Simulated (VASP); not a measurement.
Computed with rev-vdW-DF2, VASP's PBE PAW potentials (set 64) (plane waves; VASP).

A VASP calculation is set up with these files.

**KPOINTS**
```
Automatic mesh
0
G
  6 6 4
0 0 0
```

**INCAR**
```
SYSTEM  =  La2O3
PREC  =  Accurate; ENCUT  =  520; LREAL  =  .False.
LASPH  =  .True.
EDIFF  =  1E-6; NELM  =  100; ALGO  =  Normal
LMAXMIX  =  6
ISMEAR  =  0; SIGMA  =  0.05
GGA  =  MK; LUSE_VDW  =  .True.; AGGAC  =  0.0
PARAM1  =  0.1234568; PARAM2  =  0.7114; ZAB_VDW  =  -1.8867
IBRION  =  2; NSW  =  60; ISIF  =  3
EDIFFG  =  -0.02
LWAVE  =  .False.; LCHARG  =  .False.
```

File POSCAR:
```
La2O3
1
    1.9640524175    -3.4018384858     0.0000000000
    1.9640524175     3.4018384858    -0.0000000000
    0.0000000000     0.0000000000     6.0933947271
La O
2 3
Direct
  0.3333330000   0.6666670000   0.2453536663
  0.6666670000   0.3333330000   0.7546463337
  1.0000000000   1.0000000000   0.0000000000
  0.3333330000   0.6666670000   0.6461208471
  0.6666670000   0.3333330000   0.3538791529
```

POTCAR, in this order: La O (PBE.64 set). Program: vasp_std.

Question: What does the run give for the energy per atom (σ→0), band gap (on the k-mesh)?

Answer: 
- energy per atom (σ→0): -6.870 eV/atom
- band gap (on the k-mesh): 3.81 eV

File OSZICAR:
```
...
DAV:   9    -0.343487714751E+02    0.10247E-01   -0.76186E-02  2048   0.245E+00    0.359E-01
DAV:  10    -0.343501455788E+02   -0.13741E-02   -0.32297E-02  1936   0.125E+00    0.193E-01
DAV:  11    -0.343504162843E+02   -0.27071E-03   -0.10386E-02  2016   0.816E-01    0.121E-01
DAV:  12    -0.343504314433E+02   -0.15159E-04   -0.20702E-03  2048   0.342E-01    0.577E-02
DAV:  13    -0.343504052831E+02    0.26160E-04   -0.77967E-04  2032   0.201E-01    0.113E-02
DAV:  14    -0.343504089165E+02   -0.36334E-05   -0.49065E-05  1880   0.721E-02    0.481E-03
DAV:  15    -0.343504091878E+02   -0.27132E-06   -0.34503E-06  1368   0.210E-02
   1 F= -.34350409E+02 E0= -.34350409E+02  d E =-.343504E+02
```

The compound is La2O3 in the a-type structure. It was relaxed first. The start is the result of an earlier pass.
